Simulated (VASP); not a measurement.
Runs of VASP 6.6.1 on RuS2. It takes space group R-3m (No. 166, trigonal). The conventional cell has a = 3.629 Å, b = 3.629 Å, c = 16.458 Å, α = 90.00°, β = 90.00°, γ = 120.00°. Around Ru (site symmetry -3m) lie 6 S at 2.49 Å. S (site symmetry 3m) has 3 Ru at 2.49 Å as nearest neighbours. The cell was built by a generator and needn't be a form met in nature.

```csv
spin,U,fixed moment (μB),gap on the mesh (eV),pressure (GPa),moment (μB),largest force (eV/Å)
"collinear, ferromagnetic start",Ru d U = 4 eV,-,none,-13.8,1.94,(a)
"collinear, ferromagnetic start",Ru d U = 8 eV,-,0.31,-8.4,2.00,0.70
"collinear, ferromagnetic start",Ru d U = 8 eV,2,-,-8.4,2.00,0.70
"collinear, random start",Ru d U = 8 eV,-,0.31,-8.4,2.00,0.70
```

Alike in all rows: task single point; level LDA+U; potentials or basis VASP PAW LDA potentials, release 64 (Ru_pv, S); cell as given; k mesh 6 × 6 × 6; cutoff (eV) 520; smearing gaussian 0.05 eV.

**Question.** Fill in the values left out.

**Answer.** (a) 1.10.

Caveats: forces of over 1 eV/Å show positions far from the minimum, so gaps and moduli don't describe the material at rest (some runs); the total moment is fixed, so each spin has its own Fermi level (some runs).

A k mesh can miss the band edges, and the runs leave out spin-orbit coupling on Ru.

A gap of «none» marks a metal or a gap under the smearing width.
